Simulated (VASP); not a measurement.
Consider the following.

```
CELL_PARAMETERS angstrom
      3.88642     0.00000     0.00000
      0.00000     3.88642     0.00000
      0.00000     0.00000     4.93765
ATOMIC_POSITIONS crystal
  Sn 0.50000 0.00000 0.76151
  Sn 0.00000 0.50000 0.23849
  O  0.50000 0.50000 0.00000
  O  0.00000 0.00000 0.00000
```

Computed with AM05 GGA, VASP's PBE PAW potentials (set 64) (plane waves; VASP). Run with 520 eV cut-off, 6×6×5 Γ-centred mesh, Gaussian smearing of 0.050 eV, potentials Sn_d O.

Without a dispersion term in the relaxation, distances and binding between the weakly bound layers, chains or molecules are unreliable, and so is what depends on them.

Question: The ions and cell shape at fixed volume are relaxed. What does this cell relax into?

Answer: 
```
CELL_PARAMETERS angstrom
      3.83193     0.00000     0.00000
      0.00000     3.83193     0.00000
      0.00000     0.00000     5.07908
ATOMIC_POSITIONS crystal
  Sn 0.50000 0.00000 0.77241
  Sn 0.00000 0.50000 0.22759
  O  0.50000 0.50000 0.00000
  O  0.00000 0.00000 0.00000
```
Space group P4/nmm (129), at a tolerance of 0.03 Å.

Question: How much energy does the relaxation gain?

Answer: The energy (σ→0) changes by -11.7 meV/atom, in 8 ionic steps.

The compound is SnO in the litharge structure. This cell is one point of a volume scan, at 1.06 of the reference volume. Symmetry was kept, so distortions that lower it aren't found.
